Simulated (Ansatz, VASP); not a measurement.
## Two plane-wave programs on BaCd3Se4

```
CELL_PARAMETERS angstrom
3.18978 1.84162 5.81605
-3.18978 1.84162 5.81605
0.00000 -3.68324 5.81605
ATOMIC_POSITIONS crystal
Ba 0.50000 0.50000 0.50000
Cd 0.00000 0.00000 0.50000
Cd 0.50000 0.00000 0.00000
Cd 0.00000 0.50000 0.00000
Se 0.50000 0.50000 0.00000
Se 0.00000 0.50000 0.50000
Se 0.50000 0.00000 0.50000
Se 0.00000 0.00000 0.00000
```

Alike in both runs: functional PBE; k mesh 2 × 2 × 2; occupations gaussian, width 0.15 eV; no spin polarisation.

Ansatz relaxed the structure, and its values are those at the end. VASP's run is a single point on that final structure, the one shown.

|  | VASP | Ansatz |
| --- | --- | --- |
| version | VASP 6.6.1 | Ansatz 0.2.0 |
| potentials or method | VASP PAW PBE potentials, release 64 (Ba_sv, Cd, Se) | scalar-relativistic, plane waves, PAW |
| plane-wave cutoff (eV) | 520 | 420 |
| valence electrons in the cell | 70 | 134 |

|  | VASP | Ansatz | Ansatz less VASP |
| --- | --- | --- | --- |
| gap on the k mesh at the Fermi level (eV) | none | none | - |
| pressure (GPa) | -0.1 | -0.4 | -0.28 |

A gap of «none» marks a metal or a gap that the smearing closes. With one functional, cell and mesh, what is left measures potentials, basis and numerics. The two sets of potentials don't hold the same shells in valence.

Caveats: the k mesh is coarse (spacing up to 0.60 Å⁻¹), so the values aren't converged. The runs have no spin-orbit coupling, so splittings on Ba are missing.
